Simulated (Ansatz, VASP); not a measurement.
# Cross-check of GaP between VASP and Ansatz, part 2 of 2

Aim: how closely do two programs agree when they are given the same cell, functional and k mesh? The cell is taken from a series of runs on this material, whose earlier steps may have relaxed, scaled, displaced or heated it; both programs get it as it stands.

VASP 6.6.1 and Ansatz 0.2.0.

So far: Set-up; Ansatz: G0W0 gap, PBE, DFT+U.

### 3. VASP: G0W0 gap, PBE, DFT+U

Level of this step: G0W0 on PBE+U; plane waves and PAW (Ga_d_GW, P_GW) (VASP).

The same cell, functional and mesh now go to VASP, with its own data sets.

Lines of VASP's logs that name or quote its potential files are left out, and so is its time.

The run reads the wave functions of an earlier VASP run, which isn't shown here.

The input, INCAR:

```
SYSTEM = GaP
PREC = Accurate
ENCUT = 430
ISMEAR = 0
SIGMA = 0.01
LREAL = .FALSE.
GGA = PE
NBANDS = 184
LASPH = .TRUE.
ALGO = EVGW0
NELMGW = 1
ENCUTGW = 150
NOMEGA = 64
PRECFOCK = Fast
NBANDSGW = 24
LWAVE = .FALSE.
LCHARG = .FALSE.
```

The input, POSCAR:

```
GaP
1.0
    0.0000000000      2.7252500000      2.7252500000
    2.7252500000      0.0000000000      2.7252500000
    2.7252500000      2.7252500000      0.0000000000
Ga P
1 1
Direct
    0.0000000000      0.0000000000      0.0000000000
    0.2500000000      0.2500000000      0.2500000000
```

The input, KPOINTS:

```
Automatic mesh
0
Gamma
6 6 6
0 0 0
```

Potentials, in the order of the species: Ga_d_GW and P_GW (PBE family, release 64).

Started as:

```console
mpirun -np 8 vasp_std
```

Numbers of over 12 decimals in the logs are rounded to 6 here.

What it wrote:

```text
[banner, memory and clock lines left out]
running    8 mpi-ranks, on    1 nodes
 distrk:  each k-point on    8 cores,    1 groups
 distr:  one band on    1 cores,    8 groups

 POSCAR found type information on POSCAR GaP
 POSCAR found :  2 types and       2 ions
|                                                                             |
|           W    W    AA    RRRRR   N    N  II  N    N   GGGG   !!!           |
|           W    W   A  A   R    R  NN   N  II  NN   N  G    G  !!!           |
|           W    W  A    A  R    R  N N  N  II  N N  N  G       !!!           |
|           W WW W  AAAAAA  RRRRR   N  N N  II  N  N N  G  GGG   !            |
|           WW  WW  A    A  R   R   N   NN  II  N   NN  G    G                |
|           W    W  A    A  R    R  N    N  II  N    N   GGGG   !!!           |
|                                                                             |
|     For optimal performance we recommend to set                             |
|       NCORE = 2 up to number-of-cores-per-socket                            |
|     NCORE specifies how many cores store one orbital (NPAR=cpu/NCORE).      |
|     This setting can greatly improve the performance of VASP for DFT.       |
|     The default, NCORE=1 might be grossly inefficient on modern             |
|     multi-core architectures or massively parallel machines. Do your        |
|     Unfortunately you need to use the default for GW and RPA                |
|     calculations (for HF NCORE is supported but not extensively tested      |
|     yet).                                                                   |
|                                                                             |

|                                                                             |
|           W    W    AA    RRRRR   N    N  II  N    N   GGGG   !!!           |
|           W    W   A  A   R    R  NN   N  II  NN   N  G    G  !!!           |
|           W    W  A    A  R    R  N N  N  II  N N  N  G       !!!           |
|           W WW W  AAAAAA  RRRRR   N  N N  II  N  N N  G  GGG   !            |
|           WW  WW  A    A  R   R   N   NN  II  N   NN  G    G                |
|           W    W  A    A  R    R  N    N  II  N    N   GGGG   !!!           |
|                                                                             |
|     The default for ENCUTGWSOFT is different in this version of VASP.       |
|     please manually set ENCUTGWSOFT =150 in the INCAR file.                 |
|                                                                             |

 LDA part: xc-table for (Slater+PW92), standard interpolation
 found WAVECAR, reading the header
 POSCAR, INCAR and KPOINTS ok, starting setup
 FFT: planning ... GRIDC
 FFT: planning ... GRID_SOFT
 FFT: planning ... GRID
 reading WAVECAR
 the WAVECAR file was read successfully
 initial charge from wavefunction
 available memory per node:     71.68 GB, setting MAXMEM to     73398

 The Fermi energy was updated, please check that it is located mid-gap
 values below the HOMO (VB) or above the LUMO (CB) will cause erroneous energies
 E-fermi :   5.0235

 calculate exact exchange contribution
 the WAVEDER file was read successfully
energies w=
    0.000    0.000    0.443    0.000    0.884    0.000    1.324    0.000
    1.760    0.000    2.193    0.000    2.622    0.000    3.045    0.000
    3.463    0.000    3.876    0.000    4.283    0.000    4.684    0.000
    5.080    0.000    5.470    0.000    5.855    0.000    6.236    0.000
    6.613    0.000    6.987    0.000    7.358    0.000    7.727    0.000
    8.094    0.000    8.461    0.000    8.828    0.000    9.196    0.000
    9.567    0.000    9.940    0.000   10.318    0.000   10.700    0.000
   11.089    0.000   11.486    0.000   11.892    0.000   12.308    0.000
   12.736    0.000   13.179    0.000   13.638    0.000   14.115    0.000
   14.613    0.000   15.136    0.000   15.685    0.000   16.266    0.000
   16.883    0.000   17.541    0.000   18.246    0.000   19.006    0.000
   19.830    0.000   20.727    0.000   21.710    0.000   22.796    0.000
   24.002    0.000   25.354    0.000   26.881    0.000   28.624    0.000
   30.633    0.000   32.977    0.000   35.750    0.000   39.082    0.000
   43.162    0.000   48.273    0.000   54.857    0.000   63.650    0.000
   75.970    0.000   94.440    0.000  125.127    0.000  185.961    0.000
 responsefunction array rank=     176
 LDA part: xc-table for (Slater+PW92), standard interpolation

 min. memory requirement per mpi rank    272.3 MB, per node   2178.1 MB

 allocating   8 responsefunctions rank=   176
 shmem allocating  64 responsefunctions rank=   176
 response function shared by NCSHMEM nodes    1
 Doing            8  frequencies on each core in blocks of           64
NQ=   1    0.0000    0.0000    0.0000,
|.........|.........|.........|.........|.........|.........|.........|.........
 performed        821000 updates of chi_q(r,r)
 total number of BLAS operations        187.75 Gflops
NQ=   2    0.1667    0.0000    0.0000,
|.........|.........|.........|.........|.........|.........|.........|.........
 performed       2243000 updates of chi_q(r,r)
 total number of BLAS operations        520.46 Gflops
NQ=   3    0.3333    0.0000    0.0000,
|.........|.........|.........|.........|.........|.........|.........|.........
 performed       3665000 updates of chi_q(r,r)
 total number of BLAS operations        830.24 Gflops
NQ=   4    0.5000    0.0000    0.0000,
|.........|.........|.........|.........|.........|.........|.........|.........
 performed       4875000 updates of chi_q(r,r)
 total number of BLAS operations       1103.52 Gflops
NQ=   5    0.1667    0.1667    0.0000,
|.........|.........|.........|.........|.........|.........|.........|.........
 performed       6297000 updates of chi_q(r,r)
 total number of BLAS operations       1428.49 Gflops
NQ=   6    0.3333    0.1667    0.0000,
|.........|.........|.........|.........|.........|.........|.........|.........
 performed       8478000 updates of chi_q(r,r)
 total number of BLAS operations       1880.94 Gflops
NQ=   7    0.5000    0.1667    0.0000,
|.........|.........|.........|.........|.........|.........|.........|.........
 performed      10659000 updates of chi_q(r,r)
 total number of BLAS operations       2373.58 Gflops
NQ=   8   -0.3333    0.1667    0.0000,
|.........|.........|.........|.........|.........|.........|.........|.........
 performed      12840000 updates of chi_q(r,r)
 total number of BLAS operations       2854.56 Gflops
NQ=   9   -0.1667    0.1667    0.0000,
|.........|.........|.........|.........|.........|.........|.........|.........
 performed      14739000 updates of chi_q(r,r)
 total number of BLAS operations       3263.21 Gflops
NQ=  10    0.3333    0.3333    0.0000,
|.........|.........|.........|.........|.........|.........|.........|.........
 performed      16161000 updates of chi_q(r,r)
 total number of BLAS operations       3592.05 Gflops
NQ=  11    0.5000    0.3333    0.0000,
|.........|.........|.........|.........|.........|.........|.........|.........
 performed      18342000 updates of chi_q(r,r)
 total number of BLAS operations       4108.43 Gflops
NQ=  12   -0.3333    0.3333    0.0000,
|.........|.........|.........|.........|.........|.........|.........|.........
 performed      20241000 updates of chi_q(r,r)
 total number of BLAS operations       4557.92 Gflops
NQ=  13    0.5000    0.5000    0.0000,
|.........|.........|.........|.........|.........|.........|.........|.........
 performed      21327000 updates of chi_q(r,r)
 total number of BLAS operations       4821.12 Gflops
NQ=  14    0.5000    0.3333    0.1667,
|.........|.........|.........|.........|.........|.........|.........|.........
 performed      23773000 updates of chi_q(r,r)
 total number of BLAS operations       5393.49 Gflops
NQ=  15   -0.3333    0.3333    0.1667,
|.........|.........|.........|.........|.........|.........|.........|.........
 performed      26078000 updates of chi_q(r,r)
 total number of BLAS operations       5914.05 Gflops
NQ=  16   -0.3333    0.5000    0.1667,
|.........|.........|.........|.........|.........|.........|.........|.........
 performed      27986000 updates of chi_q(r,r)
 total number of BLAS operations       6365.64 Gflops
 resolving degeneracies of screened two electron integrals

 calculate QP shifts <psi_nk| G(iteration)W_0 |psi_nk>: iteration 1
 entering main loop
```

OUTCAR, selected parts (step 3):

```text
ion  position               nearest neighbor table
   1  0.000  0.000  0.000-   2 2.36   2 2.36   2 2.36   2 2.36
   2  0.250  0.250  0.250-   1 2.36   1 2.36   1 2.36   1 2.36

  LATTYP: Found a face centered cubic cell.
 ALAT       =     5.4505000000

 Subroutine GETGRP returns: Found 24 space group operations
 (whereof 24 operations were pure point group operations)

The static configuration has the point symmetry T_d .

 Found     16 irreducible k-points:

   k-points           NKPTS =     16   k-points in BZ     NKDIM =    216   number of bands    NBANDS=    184

   dimension x,y,z NGX =    28 NGY =   28 NGZ =   28
   dimension x,y,z NGXF=    56 NGYF=   56 NGZF=   56

   ENCUT  =  430.0 eV  31.60 Ry    5.62 a.u.   6.52  6.52  6.52*2*pi/ulx,y,z

   NELECT =      18.0000    total number of electrons

  energy-cutoff  :      430.00
  volume of cell :       40.48
      direct lattice vectors                 reciprocal lattice vectors
     0.000000000  2.725250000  2.725250000    -0.183469406  0.183469406  0.183469406
     2.725250000  0.000000000  2.725250000     0.183469406 -0.183469406  0.183469406
     2.725250000  2.725250000  0.000000000     0.183469406  0.183469406 -0.183469406

 k-points in reciprocal lattice and weights: Automatic mesh
   0.00000000  0.00000000  0.00000000       0.005
   0.16666667  0.00000000  0.00000000       0.037
   0.33333333  0.00000000  0.00000000       0.037
   0.50000000  0.00000000  0.00000000       0.019
   0.16666667  0.16666667  0.00000000       0.028
   0.33333333  0.16666667  0.00000000       0.111
   0.50000000  0.16666667  0.00000000       0.111
  -0.33333333  0.16666667  0.00000000       0.111
  -0.16666667  0.16666667  0.00000000       0.056
[...]
-0.33333333  0.33333333  0.16666667       0.111
  -0.33333333  0.50000000  0.16666667       0.056

 E-fermi :   5.0235

 QP shifts <psi_nk| G(iteration)W_0 |psi_nk>: iteration 1
 for sc-GW calculations column KS-energies equals QP-energies in previous step
 and V_xc(KS)=  KS-energies - (<T + V_ion + V_H > + <T+V_H+V_ion>^1  + <V_x>^1)
 k-point   1 :       0.0000    0.0000    0.0000
  band No.  KS-energies  QP-energies   sigma(KS)   V_xc(KS)     V^pw_x(r,r')   Z            occupation Imag(sigma)
    ...
      6      -8.1076      -8.6026     -12.1342     -11.3579     -18.6757       0.6377       2.0000       0.9957
      7       4.1916       3.7551     -13.3585     -12.7849     -14.3585       0.7608       2.0000       0.0401
      8       4.1916       3.7551     -13.3585     -12.7849     -14.3585       0.7608       2.0000       0.0401
      9       4.1916       3.7551     -13.3585     -12.7849     -14.3585       0.7608       2.0000       0.0401
     10       6.2204       6.5294     -11.1942     -11.5946      -7.1070       0.7717       0.0000      -0.0373
     11       8.2570       8.4293     -10.2521     -10.4772      -5.8551       0.7651       0.0000      -0.0509
     12       8.2570       8.4293     -10.2521     -10.4772      -5.8551       0.7651       0.0000      -0.0509
     13       8.2570       8.4293     -10.2521     -10.4772      -5.8551       0.7651       0.0000      -0.0509
    ...

 k-point   2 :       0.1667    0.0000    0.0000
  band No.  KS-energies  QP-energies   sigma(KS)   V_xc(KS)     V^pw_x(r,r')   Z            occupation Imag(sigma)
    ...
      6      -7.7684      -8.2669     -12.2410     -11.4680     -18.6599       0.6449       2.0000       0.9678
      7       1.8943       1.3703     -12.6873     -11.9816     -14.3274       0.7426       2.0000       0.0568
      8       3.8605       3.3739     -13.1645     -12.5236     -14.2405       0.7593       2.0000       0.0411
      9       3.8605       3.3739     -13.1645     -12.5236     -14.2405       0.7593       2.0000       0.0411
     10       6.7852       7.0564     -10.7747     -11.1268      -6.6522       0.7703       0.0000      -0.0412
     11       8.7749       8.9849     -10.3980     -10.6749      -5.8397       0.7586       0.0000      -0.0584
     12       8.7749       8.9849     -10.3980     -10.6749      -5.8397       0.7586       0.0000      -0.0584
     13       9.3472       9.5530     -10.7828     -11.0570      -6.1084       0.7508       0.0000      -0.0678
    ...

 k-point   3 :       0.3333    0.0000    0.0000
  band No.  KS-energies  QP-energies   sigma(KS)   V_xc(KS)     V^pw_x(r,r')   Z            occupation Imag(sigma)
    ...
      6      -6.8594      -7.3612     -12.5781     -11.8253     -18.6757       0.6666       2.0000       0.8738
      7      -0.8650      -1.4706     -12.1353     -11.2783     -15.1262       0.7067       2.0000       0.1634
      8       3.3723       2.8147     -12.9954     -12.2573     -14.2479       0.7554       2.0000       0.0438
      9       3.3723       2.8147     -12.9954     -12.2573     -14.2479       0.7554       2.0000       0.0438
     10       6.2331       6.4960     -10.5299     -10.8690      -6.5820       0.7755       0.0000      -0.0403
     11       9.0749       9.3368     -10.1547     -10.5004      -5.5212       0.7575       0.0000      -0.0661
     12       9.0749       9.3368     -10.1547     -10.5004      -5.5212       0.7575       0.0000      -0.0661
     13      11.9074      12.0261     -10.3072     -10.4687      -4.7282       0.7347       0.0000      -0.1830
    ...

 k-point   4 :       0.5000    0.0000    0.0000
  band No.  KS-energies  QP-energies   sigma(KS)   V_xc(KS)     V^pw_x(r,r')   Z            occupation Imag(sigma)
    ...
      6      -6.1329      -6.6158     -12.9850     -12.2721     -18.8573       0.6774       2.0000       0.7916
      7      -2.2485      -2.8873     -11.6443     -10.7283     -15.2505       0.6974       2.0000       0.2819
      8       3.1781       2.5938     -12.9520     -12.1764     -14.2823       0.7533       2.0000       0.0449
      9       3.1781       2.5938     -12.9520     -12.1764     -14.2823       0.7533       2.0000       0.0449
     10       5.9908       6.2595     -10.5335     -10.8798      -6.6599       0.7759       0.0000      -0.0396
     11       8.9430       9.2198      -9.9695     -10.3331      -5.3982       0.7611       0.0000      -0.0656
     12       8.9430       9.2198      -9.9695     -10.3331      -5.3982       0.7611       0.0000      -0.0656
     13      12.5403      12.4615      -8.6127      -8.5071      -3.0661       0.7466       0.0000      -0.2173
    ...

[... 4 further parts left out ...]
```

### 4. Side by side

Known differences besides the potentials themselves: U acts on the PAW sphere in VASP and on atomic orbitals in Ansatz, so only states and trends compare; fixed occupations in Ansatz, narrow Gaussian smearing in VASP; the cutoff is 420 eV in Ansatz and 430 eV in VASP; Ansatz integrates over frequency by contour deformation, VASP on a grid of NOMEGA points; Ansatz's G0W0 levels solve the quasiparticle equation, VASP's are linearised. Total energies have different zeros and are not compared.

Compared:

```
                   quantity  Ansatz  VASP  difference
  G0W0 gap on the mesh (eV)    2.16  2.18       -0.02
Kohn-Sham gap under it (eV)    1.66  1.66        0.00
```

### 5. Outcome

```yaml
difference_in_g0w0_gap_on_the_mesh_g0w0_gap_pbe_dft_u: -0.018 eV
```

In words: The difference in G0W0 gap on the mesh is -0.018 eV (G0W0 gap, PBE, DFT+U). How closely two codes agree says nothing of how well the functional describes the real material.

[Lines on the potential files, build, host, timing and source positions are cut from VASP's logs without a mark.]

[Logs are printed without paths, hosts, clocks, repeated set-up lines and the standing remarks that a program may print on its own settings, such as how far it seeks lower states.]

[Hosts, paths, dates, database ids (printed as entryN), source tags and the programs' standing remarks are cut or masked in the printed files.]
